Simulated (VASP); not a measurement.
Computed with r2SCAN meta-GGA, VASP's PBE PAW potentials (set 64) (plane waves; VASP 6.6.1).

The input files of a VASP run:

POSCAR:
```
Mg
3.1853830
  0.4999998994  -0.8660253688   0.0000000000
  0.4999998994   0.8660253688   0.0000000000
  0.0000000000   0.0000000000   1.6008936495
Mg
2
Cart
  0.4999998994   0.2886757003   0.4002234124
  0.4999998994  -0.2886757003   1.2006702371
```

KPOINTS:
```
kpoints
0
G
 12 12 8
```

### INCAR
```
! general
SYSTEM  = Mg
PREC    = Accurate
ENCUT   = 480
LREAL   = .FALSE.   ! projection in real space or not
LASPH   = .TRUE.   ! aspherical one-centre terms

! electronic loop
EDIFF   = 1E-7   ! SCF stop (eV)
NELM    = 100   ! most electronic steps
ALGO    = Normal   ! blocked Davidson
LMIXTAU = .TRUE.

! smearing
ISMEAR  = 1   ! Methfessel-Paxton
SIGMA   = 0.1   ! width (eV)

! functional
METAGGA = R2SCAN

! ions
ISIF    = 2   ! forces and stress, cell fixed

! output
LWAVE   = .FALSE.
LCHARG  = .FALSE.
```

POTCAR, in this order: Mg (PBE.64 set). Program: vasp_std.

What VASP printed:

**OSZICAR**
```
       N       E                     dE             d eps       ncg     rms          rms(c)
DAV:   1    -0.561863691214E+01   -0.56186E+01   -0.13069E+03  1140   0.465E+02
DAV:   2    -0.831445820876E+01   -0.26958E+01   -0.25949E+01  1518   0.283E+01
DAV:   3    -0.833156875212E+01   -0.17111E-01   -0.17110E-01  1638   0.322E+00
DAV:   4    -0.833162199727E+01   -0.53245E-04   -0.53245E-04  1590   0.150E-01
DAV:   5    -0.833162231225E+01   -0.31497E-06   -0.31503E-06  1602   0.819E-03    0.968E-01
DAV:   6    -0.827571195807E+01    0.55910E-01   -0.93021E-02  1398   0.188E+00    0.700E-01
DAV:   7    -0.829525212081E+01   -0.19540E-01   -0.43326E-02  1284   0.219E+00    0.129E-01
DAV:   8    -0.829673617668E+01   -0.14841E-02   -0.10125E-02  1242   0.922E-01    0.301E-02
DAV:   9    -0.829653531291E+01    0.20086E-03   -0.13855E-03  1332   0.372E-01    0.228E-02
DAV:  10    -0.829673900043E+01   -0.20369E-03   -0.59617E-04  1254   0.247E-01    0.823E-03
DAV:  11    -0.829681111582E+01   -0.72115E-04   -0.18448E-05  1506   0.525E-02    0.159E-03
DAV:  12    -0.829679880285E+01    0.12313E-04   -0.14864E-06  1398   0.986E-03    0.105E-03
DAV:  13    -0.829680657071E+01   -0.77679E-05   -0.11799E-06  1320   0.135E-02    0.367E-04
DAV:  14    -0.829680403619E+01    0.25345E-05   -0.28425E-07  1326   0.465E-03    0.463E-05
DAV:  15    -0.829680403055E+01    0.56365E-08   -0.48562E-09   786   0.605E-04
   1 F= -.82968040E+01 E0= -.82968365E+01  d E =0.973952E-04
```

OUTCAR:
```
------------------------ aborting loop because EDIFF is reached ----------------------------------------
  FORCE on cell =-STRESS in cart. coord.  units (eV):
  Direction    XX          YY          ZZ          XY          YZ          ZX
  --------------------------------------------------------------------------------------
  Total        0.0161703      0.0161703     -0.0576023      0.0000000      0.0000000      0.0000000
  in kB        0.5781647      0.5781648     -2.0595492      0.0000000      0.0000000      0.0000000
  external PRESSURE =      -0.3010732 kB  Pullay stress =       0.0000000 kB
  volume of cell :       44.81
      direct lattice vectors                 reciprocal lattice vectors
     1.592691180 -2.758622487  0.000000000     0.313934055 -0.181249882  0.000000000
     1.592691180  2.758622487  0.000000000     0.313934055  0.181249882  0.000000000
     0.000000000  0.000000000  5.099459416     0.000000000  0.000000000  0.196099217
 POSITION                                       TOTAL-FORCE (eV/Angst)
 -----------------------------------------------------------------------------------
      1.59269      0.91954      1.27486         0.000000     -0.000000      0.000000
      1.59269     -0.91954      3.82459        -0.000000      0.000000      0.000000
 -----------------------------------------------------------------------------------
    total drift:                               -0.000001     -0.000006      0.000001
  FREE ENERGIE OF THE ION-ELECTRON SYSTEM (eV)
  ---------------------------------------------------
  free  energy   TOTEN  =        -8.2968040306 eV

  energy  without entropy=       -8.2969014257  energy(sigma->0) =       -8.29683650
```
(Selected blocks of OUTCAR.)

The compound is Mg in the hcp structure. It was relaxed first.
